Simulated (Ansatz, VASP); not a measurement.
# TaN in two plane-wave programs, part 2 of 2

One calculation is typed for both programs; each brings its own data sets and cutoff. How far apart do they land? The cell is taken from a series of VASP runs on this material, whose earlier steps may have relaxed, scaled or displaced it; both programs get it as it stands.

VASP 6.6.1 and Ansatz 0.2.0.

So far. Step 4 (Differences): The walks stopped with -0.02 GPa left in Ansatz and 0.01 GPa in VASP; each walk ends within a tolerance, so the volume difference is uncertain by about these residues over the bulk modulus, most in soft cells.

## 5. Ansatz: relaxation of cell and atoms, PBEsol, spin-orbit coupling

Level of this step: Ansatz beside VASP: Kohn-Sham DFT, plane waves, PBEsol, spin-orbit coupling (Ansatz).

The relaxed volume is the usual yardstick between codes: its relative difference is about their pressure difference at one cell divided by the bulk modulus. The cell compared in this pair holds 21.04 Å³, against 20.58 Å³ for the pair before.

The cell is taken from a series of VASP runs on this material, whose earlier steps may have relaxed, scaled or displaced it; both programs get it as it stands.

input.yaml

```yaml
crystal:
  lattice:
    - [0.0, 2.1911269685, 2.1911269685]
    - [2.1911269685, 0.0, 2.1911269685]
    - [2.1911269685, 2.1911269685, 0.0]
  atoms:
    - { symbol: Ta, position: [0.5, 0.5, 0.5] }
    - { symbol: "N", position: [0.0, 0.0, 0.0] }
hamiltonian:
  xc: pbesol
  pseudopotentials: { kind: paw_fr }
magnetization:
  noncollinear: true
  spin_orbit: true
kpoints:
  mp_grid: { grid: [14, 14, 14] }
scf:
  occupations: { method: methfessel_paxton, width: 0.15 }
relax:
  f_tol: 0.01
  max_steps: 60
  cell: { stress_tol: 0.05 }
output:
  forces: true
  stress: true
```

Launch:

```bash
$ ansatz run input.yaml --threads 4 --pin off --max-ram 9216MiB --backend cpu --events-out ev --progress --plain --runs-dir out
```

Numbers of over 12 decimals in the logs are rounded to 6 here.

Log:

```text
[...]
non-collinear run that drives no moment, with spin-orbit: no starting moment large enough to seed its density (crystal.atoms[].spin), no starting occupations that ask for one, no magnetisation constraint and no magnetic field, so the semilocal B_xc is pinned to zero
Crystal: 2 atoms, lattice volume = 21.039 Å³
[...]
-0.000000      -0.031897      -0.000000
       -0.000000      -0.000000      -0.031897
  P = ⅓ Tr σ = -0.0319 GPa (-0.319 kbar)
--- Relaxed structure (3 steps of the walk, 3 accepted, 1 SCFs on fresh bases) ---
[...]
cell:  # Å, volume = 20.9395 Å³
    - [0, 2.187655, 2.187655]
    - [2.187655, 0, 2.187655]
    - [2.187655, 2.187655, 0]
  atoms:
    - { symbol: Ta, position: [0.5, 0.5, 0.5] }
    - { symbol: N, position: [0, 0, 0] }
[key lines of the parts left out:]
SCF converged after 5 iterations
Magnetization: |M| = 0.0000 μB,  M = (+0.0000, +0.0000, +0.0000) μB
Free energy (F): -10209.150426 eV
Fermi energy:    21.868188 eV
```

It took 9.2 s on 4 threads of Arm Neoverse V1, shared host; peak memory 0.49 GiB.

## 6. VASP: relaxation of cell and atoms, PBEsol, spin-orbit coupling

The same cell, functional, mesh and smearing now go to VASP, with its own data sets and cutoff.

INCAR

```
SYSTEM = TaN
PREC = Accurate
ENCUT = 520
EDIFF = 1E-06
NELM = 100
ISMEAR = 1
SIGMA = 0.15
LREAL = .FALSE.
ALGO = Normal
GGA = PS
LNONCOLLINEAR = .TRUE.
MAGMOM = 0 0 0 0 0 0
NBANDS = 28
GGA_COMPAT = .FALSE.
LASPH = .TRUE.
LSORBIT = .TRUE.
LMAXMIX = 4
LORBIT = 11
LWAVE = .FALSE.
LCHARG = .FALSE.
KPAR = 8
IBRION = 2
NSW = 50
ISIF = 3
EDIFFG = -0.006
```

POSCAR

```
TaN
1.0
    0.0000000000      2.1911269685      2.1911269685
    2.1911269685      0.0000000000      2.1911269685
    2.1911269685      2.1911269685      0.0000000000
Ta N
1 1
Direct
    0.5000000000      0.5000000000      0.5000000000
    0.0000000000      0.0000000000      0.0000000000
```

KPOINTS

```
Automatic mesh
0
Gamma
14 14 14
0 0 0
```

The projector-augmented-wave data sets are Ta_pv and N (PBE family, release 64).

Launch:

```bash
$ mpirun -np 8 vasp_ncl
```

Log:

```text
[banner, memory and clock lines left out]
running    8 mpi-ranks, on    1 nodes
[...]
[... a notice as in an earlier step ...]

 [... a notice as in an earlier step ...]

 LDA part: xc-table for (Slater+PW92), standard interpolation
 POSCAR, INCAR and KPOINTS ok, starting setup
[...]
entering main loop
       N       E                     dE             d eps       ncg     rms          rms(c)
DAV:   1     0.130671591971E+03    0.13067E+03   -0.83949E+03  5840   0.122E+03
DAV:   2    -0.196103255618E+02   -0.15028E+03   -0.14174E+03  6692   0.372E+02
DAV:   3    -0.266236956680E+02   -0.70134E+01   -0.68620E+01  7000   0.760E+01
DAV:   4    -0.266896175648E+02   -0.65922E-01   -0.65698E-01  6484   0.755E+00
[...]
DAV:  11    -0.238822693061E+02    0.73706E-04   -0.17018E-04  6768   0.150E-01    0.353E-02
DAV:  12    -0.238822644950E+02    0.48110E-05   -0.10826E-05  6532   0.407E-02    0.921E-03
DAV:  13    -0.238822645401E+02   -0.45058E-07   -0.29531E-07  3912   0.632E-03
   1 F= -.23882265E+02 E0= -.23882547E+02  d E =-.238823E+02  mag=    -0.0000    -0.0000     0.0000
[...]
reached required accuracy - stopping structural energy minimisation
```

Parts of OUTCAR (step 6):

```text
  Total        0.0020691      0.0020691      0.0020691      0.0000000     -0.0000000     -0.0000000
  in kB        0.1575631      0.1575631      0.1575631      0.0000000     -0.0000000     -0.0000000
  external PRESSURE =       0.1575631 kB  Pullay stress =       0.0000000 kB

 POSITION                                       TOTAL-FORCE (eV/Angst)
 -----------------------------------------------------------------------------------
      2.19113      2.19113      2.19113        -0.000000     -0.000000     -0.000000
      0.00000      0.00000      0.00000         0.000000      0.000000      0.000000
 -----------------------------------------------------------------------------------
    total drift:                               -0.000000     -0.000000     -0.000000

  FREE ENERGIE OF THE ION-ELECTRON SYSTEM (eV)
  ---------------------------------------------------
  free  energy   TOTEN  =       -23.8822645401 eV

  energy  without entropy=      -23.8831119858  energy(sigma->0) =      -23.88254702

 magnetization (x)
# of ion       s       p       d       tot
------------------------------------------
    1        0.000  -0.000   0.000   0.000
    2       -0.000   0.000   0.000  -0.000
--------------------------------------------------
tot          0.000  -0.000   0.000   0.000

 magnetization (y)
# of ion       s       p       d       tot
------------------------------------------
    1        0.000   0.000   0.000   0.000
    2       -0.000   0.000   0.000   0.000
--------------------------------------------------
tot         -0.000   0.000   0.000   0.000

 magnetization (z)
# of ion       s       p       d       tot
------------------------------------------
    1        0.000  -0.000   0.000   0.000
    2        0.000  -0.000   0.000   0.000
--------------------------------------------------
tot          0.000  -0.000   0.000   0.000

[... 1 part as in an earlier step ...]

[... 3 further parts left out ...]
[key lines of the parts left out:]
E-fermi :   9.4479
```

## 7. Side by side

What differs besides the data sets and the points named for the pairs above, as far as they apply: spin-orbit coupling enters by fully relativistic files in Ansatz and inside the spheres in VASP; the data sets hold 18 valence electrons in Ansatz (fully relativistic PAW (standard-fr) files) and 16 in VASP. Total energies have different zeros and are not compared.

Both answers:

| quantity | Ansatz | VASP | difference |
| --- | --- | --- | --- |
| volume (Å³) | 20.94 | 21.04 | -0.47 % |
| edge a after relaxation, in the typed setting (Å) | 3.094 | 3.099 | -0.16 % |

The walks stopped with -0.03 GPa left in Ansatz and 0.02 GPa in VASP; each walk ends within a tolerance, so the volume difference is uncertain by about these residues over the bulk modulus, most in soft cells.

## 8. Outcome

```yaml
difference_in_volume_relaxation_of_cell_and_atoms_pbesol_with_d3_bj: -0.28 %
difference_in_volume_relaxation_of_cell_and_atoms_pbesol_spin_orbit_coupling: -0.47 %
```

The difference in volume is -0.47 % (relaxation of cell and atoms, PBEsol, spin-orbit coupling), within the 1.2 % picked in this series as the mark of a large difference, as far as the stopping tolerances let one tell. How closely two codes agree says nothing of how well the functional describes the real material.

[Lines on the potential files, build, host, timing and source positions are cut from VASP's logs without a mark.]

[Logs are printed without paths, hosts, clocks, repeated set-up lines and the standing remarks that a program may print on its own settings, such as how far it seeks lower states.]

[Hosts, paths, dates, database ids (printed as entryN), source tags and the programs' standing remarks are cut or masked in the printed files.]
